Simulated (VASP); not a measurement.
Level of theory: PBE GGA, VASP's PBE PAW potentials (set 64) (plane waves; VASP).

A VASP calculation is set up with these files.

### POSCAR
```
InPd
1
    3.2500000000     0.0000000000     0.0000000000
    0.0000000000     3.2500000000     0.0000000000
    0.0000000000     0.0000000000    16.8750000000
In Pd
2 2
Direct
  0.5000000000   0.5000000000   0.3555560000
  0.5000000000   0.5000000000   0.5481480000
  0.0000000000   0.0000000000   0.4518520000
  0.0000000000   0.0000000000   0.6444440000
```

KPOINTS:
```
Regular mesh
0
gamma
 7 7 1
0 0 0
```

**INCAR**
```
ALGO = Normal
EDIFF = 1E-6
ENCUT = 300
GGA = PE
ISIF = 2
ISMEAR = 0
LASPH = .TRUE.
LCHARG = .FALSE.
LMAXMIX = 4
LREAL = .FALSE.
LWAVE = .FALSE.
NELM = 100
PREC = Accurate
SIGMA = 0.136
SYSTEM = InPd
```

POTCAR, in this order: In_d Pd (PBE.64 set). Program: vasp_std.

Q: What will the output report for the number of irreducible k-points (NKPTS), largest plane-wave count, number of space-group operations, FFT grid (NGX, NGY, NGZ)?

A: 
The number of irreducible k-points (NKPTS) is 10 and the largest plane-wave count is 2147. The number of space-group operations comes out as 8 and the FFT grid (NGX, NGY, NGZ) comes out as 18 × 18 × 96.

The cell is a sheet with vacuum, built from a generated structure.
